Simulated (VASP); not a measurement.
Calculation: PBEsol GGA, VASP's PBE PAW potentials (set 64) (plane waves; VASP).

The input files of a VASP run:

### KPOINTS
```
Automatic
0
Gamma
  13 13 13
0 0 0
```

POSCAR:
```
WSi2
1.0
 -1.6018400607   1.6018400607   3.9096280755
  1.6018400607  -1.6018400607   3.9096280755
  1.6018400607   1.6018400607  -3.9096280755
Si W
2 1
Direct
  0.6655364187   0.6655364187   0.0000000000
  0.3344635813   0.3344635813   0.0000000000
  0.0000000000   0.0000000000   0.0000000000
```

INCAR:
```
SYSTEM=WSi2
PREC=Accurate; ENCUT=500; LREAL=.False.
LASPH=.True.
EDIFF=1E-6; NELM=100; ALGO=Normal
LMAXMIX=6
ISMEAR=1; SIGMA=0.1
GGA=PS
IBRION=2; NSW=40; ISIF=3
EDIFFG=-0.02; PSTRESS=50
LWAVE=.False.; LCHARG=.False.
```

POTCAR, in this order: Si W_sv (PBE.64 set). Program: vasp_std.

Q: What will the output report for the number of irreducible k-points (NKPTS), largest plane-wave count, number of space-group operations, FFT grid (NGX, NGY, NGZ)?

A: 
```yaml
number of irreducible k-points (NKPTS): 196
largest_plane_wave_count: 1035
number_of_space_group_operations: 16
FFT grid (NGX, NGY, NGZ): 36 × 36 × 36
```

The compound is WSi2 in the MoSi2 type structure. This run relaxes it under an external pressure of 5 GPa. Symmetry was kept, so distortions that lower it aren't found.
